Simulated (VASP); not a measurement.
Computed with TPSS meta-GGA, VASP's PBE PAW potentials (set 64) (plane waves; VASP).

Input for VASP

### INCAR
```
ALGO = Normal
EDIFF = 1E-6
EDIFFG = -0.01
ENCUT = 520
IBRION = 2
ISIF = 3
ISMEAR = 0
LASPH = .TRUE.
LCHARG = .FALSE.
LMAXMIX = 4
LMIXTAU = .TRUE.
LREAL = .FALSE.
LWAVE = .FALSE.
METAGGA = TPSS
NELM = 100
NSW = 60
PREC = Accurate
SIGMA = 0.05
SYSTEM = PbSe
```

**KPOINTS**
```
Automatic mesh
0
Gamma
7 7 7
0 0 0
```

**POSCAR**
```
PbSe
1
    0.0000000000     3.0600000000     3.0600000000
    3.0600000000     0.0000000000     3.0600000000
    3.0600000000     3.0600000000     0.0000000000
Pb Se
1 1
Direct
  0.0000000000   0.0000000000   0.0000000000
  0.5000000000   0.5000000000   0.5000000000
```

POTCAR, in this order: Pb_d Se (PBE.64 set). Program: vasp_std.

Output of the run:

**OSZICAR**
```
       N       E                     dE             d eps       ncg     rms          rms(c)
DAV:   1     0.145837242534E+03    0.14584E+03   -0.95663E+03   560   0.145E+03
DAV:   2    -0.588412765202E+01   -0.15172E+03   -0.14890E+03   590   0.353E+02
DAV:   3    -0.169275564447E+02   -0.11043E+02   -0.10950E+02   752   0.101E+02
DAV:   4    -0.171367657726E+02   -0.20921E+00   -0.20914E+00   602   0.163E+01
DAV:   5    -0.171434269219E+02   -0.66611E-02   -0.66611E-02   758   0.293E+00    0.270E+00
DAV:   6    -0.155458960874E+02    0.15975E+01   -0.42033E+00   584   0.255E+01    0.176E+00
DAV:   7    -0.158342450525E+02   -0.28835E+00   -0.22091E-01   650   0.690E+00    0.144E+00
DAV:   8    -0.156659644807E+02    0.16828E+00   -0.61811E-01   664   0.460E+00    0.666E-01
DAV:   9    -0.157874962595E+02   -0.12153E+00   -0.19061E-01   560   0.565E+00    0.560E-01
DAV:  10    -0.157916172591E+02   -0.41210E-02   -0.89556E-03   560   0.123E+00    0.483E-01
DAV:  11    -0.158296082585E+02   -0.37991E-01   -0.28112E-02   560   0.258E+00    0.143E-01
DAV:  12    -0.158292810248E+02    0.32723E-03   -0.31135E-03   674   0.411E-01    0.877E-02
DAV:  13    -0.158291115786E+02    0.16945E-03   -0.14072E-03   560   0.450E-01    0.195E-02
DAV:  14    -0.158298232780E+02   -0.71170E-03   -0.61639E-04   560   0.256E-01    0.116E-02
DAV:  15    -0.158298234384E+02   -0.16043E-06   -0.54344E-05   560   0.764E-02    0.108E-02
DAV:  16    -0.158298346135E+02   -0.11175E-04   -0.24580E-05   560   0.499E-02    0.299E-03
DAV:  17    -0.158298353689E+02   -0.75535E-06   -0.38293E-06   608   0.176E-02
   1 F= -.15829835E+02 E0= -.15829835E+02  d E =-.158298E+02
       N       E                     dE             d eps       ncg     rms          rms(c)
DAV:   1    -0.162437572989E+02   -0.41392E+00   -0.14498E+01   686   0.731E+01    0.345E+00
DAV:   2    -0.159024352600E+02    0.34132E+00   -0.68015E-01   680   0.144E+01    0.136E+00
DAV:   3    -0.158360589366E+02    0.66376E-01   -0.29595E-01   686   0.970E+00    0.230E-01
DAV:   4    -0.158380490364E+02   -0.19901E-02   -0.10514E-02   560   0.126E+00    0.133E-01
DAV:   5    -0.158378673760E+02    0.18166E-03   -0.41061E-03   584   0.664E-01    0.337E-02
DAV:   6    -0.158399745280E+02   -0.21072E-02   -0.13999E-03   560   0.358E-01    0.190E-02
DAV:   7    -0.158398575678E+02    0.11696E-03   -0.25821E-04   560   0.219E-01    0.141E-02
DAV:   8    -0.158400738447E+02   -0.21628E-03   -0.12721E-04   560   0.192E-01    0.449E-03
DAV:   9    -0.158400717631E+02    0.20816E-05   -0.12152E-06   556   0.150E-02    0.495E-03
DAV:  10    -0.158400652474E+02    0.65157E-05   -0.45152E-07   316   0.126E-02    0.617E-03
DAV:  11    -0.158400824290E+02   -0.17182E-04   -0.11542E-05   572   0.693E-02    0.331E-03
DAV:  12    -0.158400835201E+02   -0.10911E-05   -0.43072E-07   280   0.130E-02    0.258E-03
DAV:  13    -0.158400835030E+02    0.17137E-07   -0.39109E-07   280   0.119E-02
   2 F= -.15840084E+02 E0= -.15840084E+02  d E =-.102481E-01
       N       E                     dE             d eps       ncg     rms          rms(c)
DAV:   1    -0.158774963394E+02   -0.37413E-01   -0.11861E+00   686   0.194E+01    0.103E+00
DAV:   2    -0.158468550999E+02    0.30641E-01   -0.61684E-02   686   0.447E+00    0.393E-01
DAV:   3    -0.158415179191E+02    0.53372E-02   -0.23855E-02   686   0.277E+00    0.745E-02
DAV:   4    -0.158416334959E+02   -0.11558E-03   -0.95944E-04   560   0.371E-01    0.393E-02
DAV:   5    -0.158417533612E+02   -0.11987E-03   -0.38502E-04   584   0.226E-01    0.953E-03
DAV:   6    -0.158419319488E+02   -0.17859E-03   -0.88978E-05   560   0.953E-02    0.566E-03
DAV:   7    -0.158419094999E+02    0.22449E-04   -0.15716E-05   560   0.518E-02    0.355E-03
DAV:   8    -0.158419309759E+02   -0.21476E-04   -0.93144E-06   560   0.496E-02    0.979E-04
DAV:   9    -0.158419301646E+02    0.81131E-06   -0.21020E-07   316   0.894E-03
   3 F= -.15841930E+02 E0= -.15841930E+02  d E =-.120948E-01
```

OUTCAR:
```
------------------------ aborting loop because EDIFF is reached ----------------------------------------
  FORCE on cell =-STRESS in cart. coord.  units (eV):
  Direction    XX          YY          ZZ          XY          YZ          ZX
  --------------------------------------------------------------------------------------
  Total        0.0020097      0.0020097      0.0020097      0.0000000      0.0000000      0.0000000
  in kB        0.0542262      0.0542262      0.0542262      0.0000000      0.0000000      0.0000000
  external PRESSURE =       0.0542262 kB  Pullay stress =       0.0000000 kB
  volume of cell :       59.38
      direct lattice vectors                 reciprocal lattice vectors
     0.000000000  3.096489204  3.096489204    -0.161473193  0.161473193  0.161473193
     3.096489204  0.000000000  3.096489204     0.161473193 -0.161473193  0.161473193
     3.096489204  3.096489204  0.000000000     0.161473193  0.161473193 -0.161473193
  FREE ENERGIE OF THE ION-ELECTRON SYSTEM (eV)
  ---------------------------------------------------
  free  energy   TOTEN  =       -15.8419301646 eV

  energy  without entropy=      -15.8419301646  energy(sigma->0) =      -15.84193016

 reached required accuracy - stopping structural energy minimisation
```
(Selected blocks of OUTCAR.)

CONTCAR:
```
PbSe
   1.00000000000000
     0.0000000000000000    3.0964892040699481    3.0964892040699481
     3.0964892040699481    0.0000000000000000    3.0964892040699481
     3.0964892040699481    3.0964892040699481    0.0000000000000000
  Pb              Se
     1     1
Direct
     0.0000000000000000    0.0000000000000000    0.0000000000000000
     0.5000000000000000    0.5000000000000000    0.5000000000000000
```

Energy and stress use the plane-wave basis of the starting cell.

The compound is PbSe in the rock salt structure. This run relaxes it. Symmetry was kept, so distortions that lower it aren't found.
